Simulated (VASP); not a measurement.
```yaml
crystal:
  lattice:
    - [0.00000, 3.31961, 3.31961]
    - [3.31961, 0.00000, 3.31961]
    - [3.31961, 3.31961, 0.00000]
  atoms:
    - { symbol: In, position: [0.00000, 0.00000, 0.00000] }
    - { symbol: Sb, position: [0.25000, 0.25000, 0.25000] }
```

Method: optB86b-vdW, VASP's PBE PAW potentials (set 64) (plane waves; VASP 6.6.1). Run with 520 eV cut-off, 10×10×10 Γ-centred mesh, first-order Methfessel-Paxton smearing of 0.10 eV, potentials In_d Sb.

Unless said otherwise, spin-orbit coupling is left out, though it shifts the bands of the heavy elements here.

**Question.** Predict the energy per atom (σ→0), pressure, band gap (on the k-mesh) with the smallest direct gap where there is one.

**Answer.** 
The band gap (on the k-mesh) comes out as none (metal, semimetal or under 0.01 eV). The energy per atom (σ→0) is -0.941 eV/atom and the pressure comes out as -1.08 GPa.

Total energies compare only between runs with the same potentials, cut-off and functional.

The compound is InSb in the zinc blende structure. This cell is one point of a volume scan, at 1.03 of the reference volume.
